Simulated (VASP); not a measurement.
Input:

```yaml
crystal:
  lattice:
    - [4.26033, 2.45970, 3.69713]
    - [-4.26033, 2.45970, 3.69713]
    - [0.00000, -4.91940, 3.69713]
  atoms:
    - { symbol: I, position: [0.50474, 0.99647, 0.50474] }
    - { symbol: I, position: [0.50474, 0.50474, 0.99647] }
    - { symbol: I, position: [0.99647, 0.50474, 0.50474] }
    - { symbol: Cs, position: [0.01049, 0.01049, 0.01049] }
    - { symbol: Ge, position: [0.54559, 0.54559, 0.54559] }
```

Calculation: HSE06 screened hybrid, VASP's PBE PAW potentials (set 64) (plane waves; VASP 6.6.1). Run with 400 eV cut-off, 4×4×4 Γ-centred mesh, Gaussian smearing of 0.050 eV, potentials I Cs_sv Ge_d.

Q: Give the force on each atom (eV/Å).

A: 
| atom | Fx | Fy | Fz |
|---|---|---|---|
| I1 | 0.132 | -0.076 | -0.068 |
| I2 | 0.000 | 0.152 | -0.068 |
| I3 | -0.132 | -0.076 | -0.068 |
| Cs4 | 0.000 | 0.000 | 0.009 |
| Ge5 | 0.000 | 0.000 | 0.196 |

Q: Give the stress tensor in GPa (positive for a compressed cell).

A: 
```
-0.49   0.00   0.00
 0.00  -0.49   0.00
 0.00   0.00  -0.36
```
The pressure is its mean diagonal, -0.45 GPa.

The structure comes from a measured CsGeI3 entry (R3m) of the Crystallography Open Database, whose conditions weren't checked. It was relaxed first, which changed the volume by +9 %. The cell's shape comes from a PBE relaxation.
